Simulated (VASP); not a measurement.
An input for Quantum ESPRESSO's pw.x (written as the equivalent of a VASP run, and not itself run):

```
&CONTROL
  calculation = 'vc-relax'
  pseudo_dir = './pseudo'
  outdir = './out'
  tprnfor = .true.
  tstress = .true.
  nstep = 60
  forc_conv_thr = 0.00078
/
&SYSTEM
  ibrav = 0
  nat = 4
  ntyp = 1
  ecutwfc = 82
  occupations = 'smearing'
  smearing = 'gaussian'
  degauss = 0.003675
  input_dft = 'pbesol'
/
&ELECTRONS
  conv_thr = 7.3e-08
  electron_maxstep = 100
/
&IONS
/
&CELL
/
ATOMIC_SPECIES
  C 12.011 C.upf
CELL_PARAMETERS angstrom
     2.4609674   -0.0000000    0.0000000
    -1.2304837    2.1312607   -0.0000000
     0.0000000   -0.0000000   24.9691485
ATOMIC_POSITIONS crystal
  C    0.0000000  0.0000000  0.5714904
  C    0.0000000  0.0000000  0.4285096
  C    0.3333330  0.6666670  0.4284914
  C    0.6666670  0.3333330  0.5715086
K_POINTS automatic
  9 9 1 0 0 0
```

Problem. Write the VASP files for the same calculation (PBEsol).

Solution. Several could match; the one computed here: 
### KPOINTS
```
K-points
0
G
9 9 1
```

INCAR:
```
SYSTEM = C
PREC = Accurate
ENCUT = 520
EDIFF = 1E-6
NELM = 100
ALGO = Normal
LREAL = .FALSE.
LASPH = .TRUE.
ISMEAR = 0
SIGMA = 0.05
GGA = PS
LWAVE = .FALSE.
LCHARG = .FALSE.
IBRION = 2
ISIF = 3
NSW = 60
EDIFFG = -0.02
```

File POSCAR:
```
C
1.0
  2.4609674271   0.0000000000   0.0000000000
 -1.2304837136   2.1312607346   0.0000000000
  0.0000000000   0.0000000000  24.9691484674
C
4
Cart
  0.0000000000   0.0000000000  14.2696297165
  0.0000000000   0.0000000000  10.6995187509
 -0.0000012305   1.4208412002  10.6990654585
  1.2304849440   0.7104195344  14.2700830089
```

POTCAR, in this order: C (PBE.64 set). Program: vasp_std.

Limits of the translation: the potentials are each code's own (VASP's PAW set, PseudoDojo norm-conserving files in pw.x), so ENCUT and ecutwfc are chosen apart and not converted; conv_thr bounds pw.x's estimated SCF error, while EDIFF bounds the energy change between steps; forc_conv_thr acts on force components and is met together with etot_conv_thr.

The cell is a sheet with vacuum, built from a database entry that may be metastable or hypothetical.
